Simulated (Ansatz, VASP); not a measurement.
# H24C176N (C(110) slab, H on the bottom face, stepped) in two plane-wave programs, part 2 of 2

Wanted: the spread between two codes on one cell, functional and k mesh. Of the first pair: The structure shown is the start of the Ansatz relaxation below; VASP solves that cell, so the two are compared at the walk's first step.

VASP 6.6.1 and Ansatz 0.2.0.

So far. Step 4 (Side by side): The forces differ by 11 meV/Å r.m.s., which is 2.1 % of the r.m.s. force of 0.513 eV/Å (both taken over all components). With vacuum in the cell, a pressure given here is an average over mostly empty space and none of the material.

## (6) VASP: single point, PBE with D3(BJ), relaxed cell, pair 2

Level of this step: PBE with D3(BJ); plane waves and PAW (C, N, H) (VASP).

The same cell, functional, mesh and smearing now go to VASP, with its own data sets.

Contents of INCAR:

```
SYSTEM = H24C176N
PREC = Accurate
ENCUT = 520
EDIFF = 1E-06
NELM = 120
ISMEAR = -1
SIGMA = 0.05
LREAL = Auto
ALGO = Normal
GGA = PE
IVDW = 12
NBANDS = 507
LORBIT = 11
LWAVE = .FALSE.
LCHARG = .FALSE.
ISIF = 2
LASPH = .TRUE.
GGA_COMPAT = .FALSE.
```

Contents of POSCAR:

```
H24C176N
1.0
   10.0890000000      0.0000000000      0.0000000000
    0.0000000000     10.7010000000      0.0000000000
    0.0000000000      0.0000000000     19.7178600000
C N H
176 1 24
Direct
    0.8719600000      0.1709100000      0.2994300000
    0.0006600000      0.0815200000      0.2984500000
[... 8 atom lines left out ...]
    0.0027900000      0.0014700000      0.6163600000
[... 9 atom lines left out ...]
    0.2498000000      0.0020500000      0.4876200000
[... 2 atom lines left out ...]
    0.2501600000      0.0872600000      0.5503500000
    0.2498400000      0.0081900000      0.6132900000
[... 1 atom line left out ...]
    0.1225900000      0.1799900000      0.6796500000
    0.2506000000      0.1084500000      0.6804500000
    0.2504400000      0.0069500000      0.7296800000
[... 21 atom lines left out ...]
    0.5005500000      0.0010900000      0.4891800000
[... 1 atom line left out ...]
    0.3746800000      0.1693300000      0.5510500000
    0.5000200000      0.0846500000      0.5528900000
    0.4969700000      0.0004500000      0.6160700000
[... 1 atom line left out ...]
    0.3785900000      0.1798400000      0.6793500000
    0.4843300000      0.0767500000      0.6813400000
[... 12 atom lines left out ...]
    0.1266000000      0.5890000000      0.6132200000
    0.1225700000      0.5146500000      0.6798300000
[... 2 atom lines left out ...]
    0.1187600000      0.6297000000      0.7266000000
[... 13 atom lines left out ...]
    0.0166600000      0.7450200000      0.6818900000
[... 10 atom lines left out ...]
    0.7498200000      0.9899200000      0.6239000000
[... 1 atom line left out ...]
    0.6218200000      0.1478200000      0.6796900000
[... 12 atom lines left out ...]
    0.3737800000      0.5884400000      0.6127500000
    0.3790300000      0.5147100000      0.6792900000
[... 1 atom line left out ...]
    0.3868700000      0.6307200000      0.7260900000
[... 8 atom lines left out ...]
    0.1251500000      0.8361700000      0.5509000000
    0.2498500000      0.7539400000      0.5500400000
    0.2505100000      0.6752900000      0.6127400000
    0.1261400000      0.9223900000      0.6128700000
    0.1225500000      0.8477200000      0.6789100000
    0.2500200000      0.7747000000      0.6790400000
    0.2527900000      0.6779600000      0.7302700000
    0.1182600000      0.9598000000      0.7269100000
[... 11 atom lines left out ...]
    0.6212900000      0.5814400000      0.6223100000
[... 8 atom lines left out ...]
    0.5007900000      0.6674900000      0.4891600000
    0.3753900000      0.9188600000      0.4879200000
    0.3746500000      0.8353600000      0.5508000000
    0.5006600000      0.7515000000      0.5527200000
    0.4966000000      0.6679800000      0.6156900000
    0.3736300000      0.9219500000      0.6121900000
    0.4837400000      0.7430700000      0.6818500000
    0.3866200000      0.9602100000      0.7273900000
[... 8 atom lines left out ...]
    0.6252800000      0.8323000000      0.5548000000
[... 1 atom line left out ...]
    0.7498000000      0.6576300000      0.6238800000
    0.6208000000      0.9135600000      0.6218800000
    0.6201600000      0.8166300000      0.6802000000
    0.7490700000      0.7562400000      0.6784600000
    0.3772000000      0.8477000000      0.6773600000
[... 23 atom lines left out ...]
    0.7495700000      0.6925000000      0.2547800000
```

Contents of KPOINTS:

```
Automatic mesh
0
Gamma
1 1 1
0 0 0
```

The projector-augmented-wave data sets are C, N and H (PBE family, release 64).

The run is started by

```
$ export OMP_NUM_THREADS=3
$ mpirun -np 1 vasp_gam
```

Numbers of over 12 decimals in the logs are rounded to 6 here.

Log:

```text
[... set-up lines as in an earlier step ...]
 entering main loop
       N       E                     dE             d eps       ncg     rms          rms(c)
DAV:   1     0.675242454305E+04    0.67524E+04   -0.40278E+05  1038   0.139E+03
DAV:   2    -0.954322685528E+03   -0.77067E+04   -0.73193E+04  1393   0.343E+02
DAV:   3    -0.169687683511E+04   -0.74255E+03   -0.73180E+03  1300   0.108E+02
DAV:   4    -0.172245884731E+04   -0.25582E+02   -0.25473E+02  1372   0.214E+01
[...]
DAV:  30    -0.165097072070E+04   -0.25293E-05   -0.16716E-07   828   0.415E-04    0.232E-04
DAV:  31    -0.165097072183E+04   -0.11320E-05   -0.75416E-08   844   0.272E-04    0.159E-04
DAV:  32    -0.165097072213E+04   -0.30175E-06   -0.32969E-08   836   0.223E-04
   1 F= -.16808511E+04 E0= -.16808088E+04  d E =-.846709E-01
```

OUTCAR, selected parts (step 6):

```text
  FREE ENERGIE OF THE ION-ELECTRON SYSTEM (eV)
  ---------------------------------------------------
  free  energy   TOTEN  =     -1680.8510988846 eV

  energy  without entropy=    -1680.7664279933  energy(sigma->0) =    -1680.80876344
```

## (7) Comparison

Forces on 10 of the 201 atoms, those with the largest forces and the largest differences (eV/Å; atoms numbered as in POSCAR):

```csv
atom,"Ansatz x, y, z","VASP x, y, z"
C1,"1.179, -3.838, 0.762","1.188, -3.848, 0.746"
C2,"-0.521, 3.257, 0.971","-0.532, 3.260, 0.966"
C30,"-0.022, 0.039, -0.009","-0.067, 0.038, 0.016"
C59,"-0.031, -0.004, -0.007","0.020, -0.002, 0.008"
C60,"-2.250, 1.329, 0.499","-2.271, 1.335, 0.496"
C76,"1.289, -1.061, -1.929","1.299, -1.065, -1.926"
C91,"-0.514, 3.389, 1.327","-0.510, 3.381, 1.321"
C134,"0.028, -0.010, 0.002","-0.025, -0.020, 0.018"
C150,"-0.831, 2.327, 0.670","-0.847, 2.323, 0.659"
C164,"-0.754, 2.433, 1.554","-0.765, 2.434, 1.532"
```

The forces differ by 11 meV/Å r.m.s., which is 2.2 % of the r.m.s. force of 0.500 eV/Å (both taken over all components). With vacuum in the cell, a pressure given here is an average over mostly empty space and none of the material.

## (8) Results

- r.m.s. force difference (single point, PBE with D3(BJ), start cell, pair 1): 2.1 % of the r.m.s. force
- r.m.s. force difference (single point, PBE with D3(BJ), relaxed cell, pair 2): 2.2 % of the r.m.s. force

What this shows: The r.m.s. force difference is 2.2 % of the r.m.s. force (single point, PBE with D3(BJ), relaxed cell, pair 2), within the 3 % picked in this series as the mark of a large difference. How closely two codes agree says nothing of how well the functional describes the real material.

[Lines on the potential files, build, host, timing and source positions are cut from VASP's logs without a mark.]

[Logs are printed without paths, hosts, clocks, repeated set-up lines and the standing remarks that a program may print on its own settings, such as how far it seeks lower states.]

[Hosts, paths, dates, database ids (printed as entryN), source tags and the programs' standing remarks are cut or masked in the printed files.]
